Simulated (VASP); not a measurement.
OSZICAR of a VASP run on CeO2 (fluorite):

### OSZICAR
```
       N       E                     dE             d eps       ncg     rms          rms(c)
DAV:   1     0.215269086592E+03    0.21527E+03   -0.11816E+04   648   0.190E+03
DAV:   2    -0.103919470121E+01   -0.21631E+03   -0.20421E+03   984   0.305E+02
DAV:   3    -0.329674669395E+02   -0.31928E+02   -0.28165E+02   776   0.137E+02
DAV:   4    -0.341243469406E+02   -0.11569E+01   -0.11567E+01  1040   0.288E+01
DAV:   5    -0.341775752412E+02   -0.53228E-01   -0.53227E-01  1000   0.503E+00    0.138E+03
DAV:   6    -0.314939010625E+02    0.26837E+01   -0.82775E+01   936   0.581E+01    0.182E+02
DAV:   7    -0.460580910924E+02   -0.14564E+02   -0.47126E+02   944   0.267E+02    0.784E+02
DAV:   8    -0.426615952924E+02    0.33965E+01   -0.18586E+01   920   0.528E+01    0.563E+02
DAV:   9    -0.349231298319E+02    0.77385E+01   -0.10429E+01   936   0.282E+01    0.569E+02
DAV:  10    -0.359059522481E+02   -0.98282E+00   -0.53941E-01   976   0.765E+00    0.609E+02
DAV:  11    -0.338047557917E+02    0.21012E+01   -0.60959E-01  1064   0.849E+00    0.502E+02
DAV:  12    -0.306938287434E+02    0.31109E+01   -0.27587E+00  1024   0.172E+01    0.353E+02
DAV:  13    -0.291265591185E+02    0.15673E+01   -0.35756E+00  1016   0.175E+01    0.130E+02
DAV:  14    -0.292690182504E+02   -0.14246E+00   -0.21071E-01   856   0.444E+00    0.211E+02
DAV:  15    -0.288318280069E+02    0.43719E+00   -0.19059E+00   920   0.126E+01    0.484E+00
DAV:  16    -0.289331842324E+02   -0.10136E+00   -0.48002E-01  1072   0.631E+00    0.154E+02
DAV:  17    -0.289283236121E+02    0.48606E-02   -0.30535E+00   960   0.141E+01    0.164E+02
DAV:  18    -0.288930825133E+02    0.35241E-01   -0.32075E+00   976   0.157E+01    0.112E+02
DAV:  19    -0.288704552473E+02    0.22627E-01   -0.16317E+00   952   0.105E+01    0.113E+02
DAV:  20    -0.288412168070E+02    0.29238E-01   -0.96844E-01   968   0.848E+00    0.553E+01
DAV:  21    -0.288361308188E+02    0.50860E-02   -0.34404E-01   944   0.490E+00    0.469E+01
DAV:  22    -0.288284336754E+02    0.76971E-02   -0.11657E-01   984   0.295E+00    0.136E+01
DAV:  23    -0.288289380184E+02   -0.50434E-03   -0.25399E-02   976   0.136E+00    0.150E+01
DAV:  24    -0.288279346339E+02    0.10034E-02   -0.87043E-03   960   0.823E-01    0.107E+00
DAV:  25    -0.288280126827E+02   -0.78049E-04   -0.68186E-04  1056   0.231E-01    0.385E+00
DAV:  26    -0.288279428429E+02    0.69840E-04   -0.41785E-04   968   0.181E-01    0.511E-01
DAV:  27    -0.288279442294E+02   -0.13865E-05   -0.87950E-06  1032   0.211E-02    0.772E-01
DAV:  28    -0.288279421444E+02    0.20850E-05   -0.40573E-05   960   0.545E-02    0.317E-01
DAV:  29    -0.288279417843E+02    0.36016E-06   -0.57598E-06  1080   0.212E-02    0.808E-02
DAV:  30    -0.288279417752E+02    0.90840E-08   -0.35457E-07   664   0.537E-03
   1 F= -.28827942E+02 E0= -.28827942E+02  d E =-.111661E-20
```

Task: Which electronic solver shows in the log?

Result: It is blocked Davidson (ALGO = Normal, or the opening steps of other solvers). The INCAR had ALGO = Normal.

Task: How was spin treated?

Result: Without spin polarisation: there is no mag entry.

Task: Can the final energy be trusted as converged?

Result: The calculation finished and met its thresholds. It stopped with EDIFF = 1E-7, NELM = 100 (LDA (Ceperley-Alder, Perdew-Zunger), plane waves, VASP's LDA PAW potentials (set 64)).

The compound is CeO2 in the fluorite structure. This cell is one point of a volume scan, at 0.97 of the reference volume. The run is not spin-polarised, so no magnetic state was tried.
